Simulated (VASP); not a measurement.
Write the native input for VASP 6.6.1 that does the following.

```yaml
Task: density of states
Functional: PBEsol
Potentials_or_basis: VASP PAW PBE potentials, release 64 (Mg, Al, Cu, Se)
Cutoff: 520 eV
k_mesh: 4 × 4 × 4
Occupations: fermi-dirac, width 0.05 eV
Spin: no spin polarisation
Dipole_correction: no
k_mesh_for_the_DOS: 6 × 6 × 6
Occupations_for_the_DOS: tetrahedron
Further_INCAR_settings: ALGO = Fast; EDIFF = 1e-07
```

The system is MgAlCu3Se4.

```
Mg Al Cu Se
1.0
     5.78550    0.00000    0.00000
     0.00000    5.78550    0.00000
     0.00000    0.00000    5.78550
Mg Al Cu Se
1 1 3 4
Direct
  0.50000 0.50000 0.50000
  0.00000 0.00000 0.00000
  0.00000 0.50000 0.00000
  0.00000 0.00000 0.50000
  0.50000 0.00000 0.00000
  0.24195 0.24195 0.24195
  0.75805 0.75805 0.24195
  0.24195 0.75805 0.75805
  0.75805 0.24195 0.75805
```

The cell comes from a database or a generator and needn't be the stable form of this composition.

These files were run (other wordings do the same):

POSCAR

```
MgAlCu3Se4
1.0
    5.7855000000      0.0000000000      0.0000000000
    0.0000000000      5.7855000000      0.0000000000
    0.0000000000      0.0000000000      5.7855000000
Mg Al Cu Se
1 1 3 4
Direct
    0.5000000000      0.5000000000      0.5000000000
    0.0000000000      0.0000000000      0.0000000000
    0.0000000000      0.5000000000      0.0000000000
    0.0000000000      0.0000000000      0.5000000000
    0.5000000000      0.0000000000      0.0000000000
    0.2419500000      0.2419500000      0.2419500000
    0.7580500000      0.7580500000      0.2419500000
    0.2419500000      0.7580500000      0.7580500000
    0.7580500000      0.2419500000      0.7580500000
```

INCAR.step1

```
ALGO = Fast ; EDIFF = 1E-7
ENCUT = 520 ; GGA = PS
ISIF = 2 ; ISMEAR = -1
LASPH = T ; LCHARG = T
LMAXMIX = 4 ; LREAL = F
LWAVE = F ; NBANDS = 41
NELM = 100 ; PREC = Accurate
SIGMA = 0.05
```

KPOINTS.step1

```
k-points
0
Gamma
  4 4 4
```

INCAR.step2

```
ALGO = Fast ; EDIFF = 1E-7
ENCUT = 520 ; GGA = PS
ICHARG = 11 ; ISIF = 2
ISMEAR = -5 ; LASPH = T
LCHARG = F ; LMAXMIX = 4
LORBIT = 11 ; LREAL = F
LWAVE = F ; NEDOS = 1001
NELM = 100 ; PREC = Accurate
SIGMA = 0.05
```

KPOINTS.step2

```
k-points
0
Gamma
  6 6 6
```

Potentials or basis: VASP PAW PBE potentials, release 64 (Mg, Al, Cu, Se).

Run with:

```sh
$ cat potpaw_PBE.64/Mg/POTCAR potpaw_PBE.64/Al/POTCAR potpaw_PBE.64/Cu/POTCAR potpaw_PBE.64/Se/POTCAR > POTCAR
$ cp INCAR.step1 INCAR
$ cp KPOINTS.step1 KPOINTS
$ mpirun -np 1 vasp_std > vasp.out
$ cp INCAR.step2 INCAR
$ cp KPOINTS.step2 KPOINTS
$ mpirun -np 1 vasp_std > vasp.out
```

It gave:

```yaml
Valence_electrons_inside_the_program's_atomic_spheres: Mg 0.31; Al 0.68; Cu 9.96; Se 3.89
```

Caveat: the run has no spin polarisation, though such a crystal can be magnetic.

Wall time 5 min on 1 thread of Intel(R) Xeon(R) Platinum 8488C (Sapphire Rapids), on a shared host, peak memory 0.38 GiB.
